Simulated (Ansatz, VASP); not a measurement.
# Hf4CSNO2F (Hf2COF MXene under Hf2NOS MXene, AA') in two plane-wave programs, part 2 of 2

Wanted: the spread between two codes on one cell, functional and k mesh. The cell is taken from a series of runs on this material, whose earlier steps may have relaxed, scaled, displaced or heated it; both programs get it as it stands.

VASP 6.6.1 and Ansatz 0.2.0.

So far: Set-up; VASP: single point, LDA.

### 3. Ansatz: single point, LDA

Level of this step: Ansatz beside VASP: Kohn-Sham DFT, plane waves, LDA (Ansatz).

Ansatz runs on its default PAW (the set named soft_2) files.

The same cell, functional (in two slightly different forms), mesh and smearing now go to Ansatz, which takes its cutoff from its data sets.

The input, input.yaml:

```yaml
crystal:
  lattice:
    - [3.2234171652, 0.0, 0.0]
    - [-1.6117085826, 2.791561152, 0.0]
    - [0.0, 0.0, 30.6878961854]
  atoms:
    - { symbol: F, position: [0.3333333333, 0.6666666667, 0.2932752361] }
    - { symbol: Hf, position: [0.6666666667, 0.3333333333, 0.3349131758] }
    - { symbol: C, position: [0.0, 0.0, 0.3735450736] }
    - { symbol: Hf, position: [0.3333333333, 0.6666666667, 0.4188432326] }
    - { symbol: O, position: [0.6666666667, 0.3333333333, 0.4492793372] }
    - { symbol: S, position: [0.0, 0.0, 0.5396611424] }
    - { symbol: Hf, position: [0.6666666667, 0.3333333333, 0.5915118465] }
    - { symbol: "N", position: [0.3333333333, 0.6666666667, 0.634756229] }
    - { symbol: Hf, position: [0.0, 0.0, 0.6760221777] }
    - { symbol: O, position: [0.6666666667, 0.3333333333, 0.7067247639] }
kpoints:
  mp_grid: { grid: [18, 18, 1] }
  band_path:
    path: [[0, 0, 0], [0.5, 0, 0], [0.33333333, 0.33333333, 0], [0, 0, 0]]
    npoints: 16
hamiltonian:
  xc: lda
scf:
  occupations: { method: fermi_dirac, width: 0.05 }
  convergence: { dr2_threshold: 1.0e-10 }
efield:
  axis: 3
  dipole_correction: true
  ramp_position: 0.97
  ramp_width: 0.06
  amplitude: 0
output:
  dos: { projected: true, e_range: [-6, 5] }
  bader: true
  write_potential: true
  write_density: true
  volumetric_format: npy
  elf: true
```

Run with:

```
ansatz run input.yaml --threads 4 --pin off --max-ram 12288MiB --backend cpu --events-out ev --progress --plain --runs-dir out
```

Numbers of over 12 decimals in the logs are rounded to 6 here.

What it wrote:

```text
Engine: ansatz 0.2.0, x86_64-unknown-linux-gnu
Pseudopotentials: kind: paw
Pseudopotential: F, paw, valence charge 7, recommended cutoff 420 eV (normal), F.paw.azcp
Pseudopotential: Hf, paw, valence charge 26, recommended cutoff 420 eV (normal), Hf.paw.azcp
Pseudopotential: C, paw, valence charge 4, recommended cutoff 420 eV (normal), C.paw.azcp
Pseudopotential: O, paw, valence charge 6, recommended cutoff 420 eV (normal), O.paw.azcp
Pseudopotential: S, paw, valence charge 6, recommended cutoff 420 eV (normal), S.paw.azcp
Pseudopotential: N, paw, valence charge 5, recommended cutoff 420 eV (normal), N.paw.azcp
Functional definition: SPW92
  exchange = slater_x
  correlation = pw_c
Crystal: 10 atoms, lattice volume = 276.141 Å³
Basis set: ecut = 420 eV, 5515 PW (Γ)
Bands: 83, of which v1, the nominal top of the filled ones, is band 69 counted from 1 (68 counted from 0)
Symmetry: 6 space group operations
Space group: P3m1 (ITA 156), of the structure as read, at distance tolerance 6.5e-5 Å
k-points: 37 of 324 (time reversal used)
Non-local potential: F, projectors of the file, l = 0: 2, l = 1: 2, l = 2: 1
Non-local potential: Hf, projectors of the file, l = 0: 3, l = 1: 2, l = 2: 2, l = 3: 3
Non-local potential: C, projectors of the file, l = 0: 2, l = 1: 2, l = 2: 1
Non-local potential: O, projectors of the file, l = 0: 2, l = 1: 2, l = 2: 1
Non-local potential: S, projectors of the file, l = 0: 2, l = 1: 2, l = 2: 2
Non-local potential: N, projectors of the file, l = 0: 2, l = 1: 2, l = 2: 1
PAW form: soft (Blöchl's): semilocal exchange-correlation on the pseudo side does not see the compensation charge
PAW frozen core: F, regenerated for the run's functional, and the local potential with it (the file was generated under x = pbe(κ = 0.804, μ = 0.219515), c = pbe(β = 0.066725))
PAW frozen core: Hf, regenerated for the run's functional, and the local potential with it (the file was generated under x = pbe(κ = 0.804, μ = 0.219515), c = pbe(β = 0.066725))
PAW frozen core: C, regenerated for the run's functional, and the local potential with it (the file was generated under x = pbe(κ = 0.804, μ = 0.219515), c = pbe(β = 0.066725))
PAW frozen core: O, regenerated for the run's functional, and the local potential with it (the file was generated under x = pbe(κ = 0.804, μ = 0.219515), c = pbe(β = 0.066725))
PAW frozen core: S, regenerated for the run's functional, and the local potential with it (the file was generated under x = pbe(κ = 0.804, μ = 0.219515), c = pbe(β = 0.066725))
PAW frozen core: N, regenerated for the run's functional, and the local potential with it (the file was generated under x = pbe(κ = 0.804, μ = 0.219515), c = pbe(β = 0.066725))
PAW one-centre angular grid: F, 110 points (default); XC on 64 Gauss nodes
PAW one-centre angular grid: Hf, 590 points (default); XC on 64 Gauss nodes
PAW one-centre angular grid: C, 110 points (default); XC on 64 Gauss nodes
PAW one-centre angular grid: O, 110 points (default); XC on 64 Gauss nodes
PAW one-centre angular grid: S, 110 points (default); XC on 64 Gauss nodes
PAW one-centre angular grid: N, 110 points (default); XC on 64 Gauss nodes
Initial density: superposition of atomic densities (neutral atoms: chi_scale 0, normalization atom), corrected by the library's trained network
Initial wavefunctions: pseudopotential atomic-orbital guess
Functional: x = slater, c = lda
SCF iter   1: F=—  HF=-65312.357623 eV  |F-HF|=—  |Δ(HF+E_count)|=         —  Δρ=1.11e-2  dr2=6.38e0  ethr=1.77e-3  p=-0.009 e·Å  D=-6.03e-3 V/Å  ΔV_dip=0.19 eV  dr2_dipole=3.74e0  V_vac-E_F(+/−)=4.60/4.42 eV  ⟨swp⟩=7.2  Hψ=12177  notcnv=0  defer=134
efield: sawtooth ramp at fractional position 0.9700 (set: `efield.ramp_position`, or a place that a band, a saddle search or an elastic batch's reference lends), width 0.0600; the density the first Hamiltonian is built on has a dipole p = -0.009 e·Å; the dipole correction subtracts the counter field D = -6.03e-3 V/Å, which shifts the + side's vacuum level by +0.19 eV against the − side's; the planar-averaged density in the ramp window peaks in size at 2.2e-5 e/Å³
preconditioner: auto → LDOS  [metal: Δε(μ)=0.038 eV  Ē_g=17.396 eV  σ=0.050 eV  W_gap=0.18  n_scr=76 (ndim 8)  ℏωp=25.5 eV  f_vac=0.527  D(μ)=2.73/eV (n_scr^D=12)  β→1.0]
SCF iter   2: F=—  HF=-65312.206330 eV  |F-HF|=—  |Δ(HF+E_count)|=   1.51e-1  Δρ=8.06e-3  dr2=1.44e-1  ethr=1.77e-3  p=-0.071 e·Å  D=-4.65e-2 V/Å  ΔV_dip=1.43 eV  dr2_dipole=1.13e-3  V_vac-E_F(+/−)=4.88/3.45 eV  ⟨swp⟩=2.5  Hψ=4557  notcnv=0  defer=232
SCF iter   3: F=—  HF=-65312.189591 eV  |F-HF|=—  |Δ(HF+E_count)|=   1.67e-2  Δρ=5.32e-3  dr2=6.35e-2  ethr=1.05e-4  p=-0.074 e·Å  D=-4.83e-2 V/Å  ΔV_dip=1.48 eV  dr2_dipole=4.29e-4  V_vac-E_F(+/−)=4.68/3.20 eV  ⟨swp⟩=3.0  Hψ=6662  notcnv=0  defer=241
[...]
SCF iter   8: F=—  HF=-65312.172919 eV  |F-HF|=—  |Δ(HF+E_count)|=   1.12e-5  Δρ=5.41e-6  dr2=4.25e-7  ethr=1.52e-9  p=-0.071 e·Å  D=-4.64e-2 V/Å  ΔV_dip=1.42 eV  dr2_dipole=6.78e-8  V_vac-E_F(+/−)=4.79/3.36 eV  ⟨swp⟩=2.5  Hψ=5966  notcnv=0  defer=242
SCF iter   9: F=—  HF=-65312.172919 eV  |F-HF|=—  |Δ(HF+E_count)|=   5.12e-8  Δρ=1.88e-6  dr2=1.10e-8  ethr=3.08e-10  p=-0.071 e·Å  D=-4.64e-2 V/Å  ΔV_dip=1.42 eV  dr2_dipole=8.67e-10  V_vac-E_F(+/−)=4.79/3.36 eV  ⟨swp⟩=2.3  Hψ=4273  notcnv=0  defer=242
SCF iter  10: F=—  HF=-65312.172919 eV  |F-HF|=—  |Δ(HF+E_count)|=   1.13e-8  Δρ=7.49e-7  dr2=4.43e-9  ethr=7.98e-12  p=-0.071 e·Å  D=-4.64e-2 V/Å  ΔV_dip=1.42 eV  dr2_dipole=1.32e-9  V_vac-E_F(+/−)=4.79/3.36 eV  ⟨swp⟩=2.9  Hψ=5732  notcnv=0  defer=242
SCF iter  11: F=—  HF=-65312.172919 eV  |F-HF|=—  |Δ(HF+E_count)|=   1.38e-9  Δρ=1.79e-7  dr2=1.17e-10  ethr=3.21e-12  p=-0.071 e·Å  D=-4.64e-2 V/Å  ΔV_dip=1.42 eV  dr2_dipole=5.86e-12  V_vac-E_F(+/−)=4.79/3.36 eV  ⟨swp⟩=2.4  Hψ=4482  notcnv=0  defer=242
SCF iter  12: F=-65312.172919 eV  HF=-65312.172919 eV  |F-HF|=2.91e-10  |Δ(HF+E_count)|=  2.91e-11  Δρ=8.69e-8  dr2=1.67e-11  ethr=1.00e-12  p=-0.071 e·Å  D=-4.64e-2 V/Å  ΔV_dip=1.42 eV  dr2_dipole=2.33e-12  V_vac-E_F(+/−)=4.79/3.36 eV  ⟨swp⟩=16.9  Hψ=14009  notcnv=0
SCF 1 converged in 12 iterations: F = -65312.172919 eV  dr2 = 1.67e-11
  greatest PAW one-centre occupation: 0.998 electrons in one spin orbital (limit 2), on the Hf atom at site 8 (counted from 0), in its partial waves of l = 3
NSCF: frozen V_eff on 49 k-points
efield: sawtooth ramp at fractional position 0.9700 (kept from the solve that this one continues, or follows in the run), width 0.0600; the density the first Hamiltonian is built on has a dipole p = -0.071 e·Å; the dipole correction subtracts the counter field D = -4.64e-2 V/Å, which shifts the + side's vacuum level by +1.42 eV against the − side's; the planar-averaged density in the ramp window peaks in size at 1.1e-6 e/Å³
WARN: The output density's exchange-correlation potential varies sharply where the density is thin. Do not read a vacuum level from v_tot or v_xc, or from such a field of the output density. On a cell that repeats whose density bears no net charge and no dipole along the vacuum's axis use v_es (v_loc + v_h of the components); under efield.dipole_correction with no amplitude use v_es + v_field, which holds any externa [...]
SCF converged after 12 iterations
Free energy (F): -65312.172919 eV
Harris-Foulkes:  -65312.172919 eV  (|F-HF|=2.91e-10)
Internal energy: -65312.149373 eV  (E = F + TS)
E sigma→0 (E₀):  -65312.161146 eV
Entropy (-TS):   -0.023546 eV (-2.355 meV/atom)
Fermi energy:    6.008124 eV
Dipole field:    D = -0.046388 V/Å  (p = -0.070790 e·Å, saw-weighted, corrected)
Work function:   Φ+ = 4.7882 eV   Φ− = 3.3646 eV
Levels:          The Fermi level and band energies are counted from a zero that moves with the ramp; work functions are not
--- Per-component energies (eV) ---
  E_band       = -1511.933585
  E_kinetic    = 2585.336282
  E_local      = -294061.361278  (includes V_loc(G=0)·N_el)
  E_nonlocal   = -4647.084756
  E_hartree    = 145354.884552
  E_xc         = -1621.581366
  E_vxc        = -1583.487126  (∫ρ·V_xc dr)
  E_paw        = -28004.377133  (= ΣΔE_a)
  E_vpaw       = 5484.245209  (= ΣTr[D̂ρ^β])
  E_aug_tail   = 0.007126  (compensation charges beyond the density's cutoff)
  E_efield     = 0.001642  (sawtooth field / dipole correction)
  E_vefield    = 0.641646  (∫n·V_field dr)
  E_ewald      = 115071.593419
  E_core_change = 10.432139  (= ΣΔE_core)
  E_smearing   = -0.023546  (= −TS)
  E_closure    = 0.000000  (closes the sum)
  Σ components = -65312.172919   (vs F -65312.172919, Δ=0.00e0)
--- Band table (eV; the first three rows and the last of 37) ---
  k-point 0: bands = [... 65 lower, 3.6619, 5.1574, 5.1574, 6.6907, 6.7614, 6.7614, 6.8750, 6.8750, ... 10 higher]
  k-point 1: bands = [... 65 lower, 3.6263, 4.9169, 5.0635, 6.5827, 6.6352, 6.9080, 6.9317, 6.9381, ... 10 higher]
  k-point 2: bands = [... 65 lower, 3.5331, 4.4849, 4.8751, 6.3152, 6.3831, 7.1037, 7.2236, 7.2368, ... 10 higher]
  k-point 36: bands = [... 65 lower, 2.3218, 2.7816, 3.0658, 6.9459, 7.3494, 7.5704, 7.8591, 8.0674, ... 10 higher]
--- Bader charges: 10 sites ---
  site symbol  charge [e]  shift [e]
     0      F     -0.7957     0.0004
     1     Hf      1.8967     0.0020
     2      C     -2.0228     0.0017
     3     Hf      2.1948     0.0034
     4      O     -1.2630     0.0032
     5      S     -0.9412     0.0001
     6     Hf      1.8000     0.0007
     7      N     -1.8377     0.0017
     8     Hf      2.2478     0.0044
     9      O     -1.2788     0.0033
  estimated error of the sums over rays = 8.1e-4 e
```

In the SCF lines HF is the Harris–Foulkes energy and dr2 the Hartree energy of the density residual, in eV; the loop may stop once dr2 is under the threshold and the program's other checks hold. Hψ counts applications of the Hamiltonian.

### 4. Differences

Known differences besides the potentials themselves: the data sets hold 138 valence electrons in Ansatz (on its default PAW (the set named soft_2) files) and 74 in VASP; the cutoff is 420 eV in Ansatz and 520 eV in VASP; VASP's log shows a relativistic correction to its local exchange, Ansatz's none. Total energies have different zeros and are not compared.

The two programs side by side:

```
                                   quantity  Ansatz  VASP  difference
 work function, lower of the two faces (eV)    3.36  3.38       -0.01
work function, higher of the two faces (eV)    4.79  4.85       -0.06
```

VASP's last cycles still show a density residual of 3e-02, so its state may not be settled. With vacuum in the cell, a pressure given here is an average over mostly empty space and none of the material.

### 5. Summary of results

| Item | Value |
| --- | --- |
| difference in work function, higher of the two faces (single point, LDA) | -0.061 eV |

What this shows: The difference in work function, higher of the two faces is -0.061 eV (single point, LDA). The data sets hold unlike numbers of valence electrons (138 in Ansatz and 74 in VASP), so part of the differences comes from the potentials. Such differences can come from data sets, numerical settings and the points named under the comparisons, not from the functional's error against experiment.

[Lines on the potential files, build, host, timing and source positions are cut from VASP's logs without a mark.]

[Logs are printed without paths, hosts, clocks, repeated set-up lines and the standing remarks that a program may print on its own settings, such as how far it seeks lower states.]

[Hosts, paths, dates, database ids (printed as entryN), source tags and the programs' standing remarks are cut or masked in the printed files.]
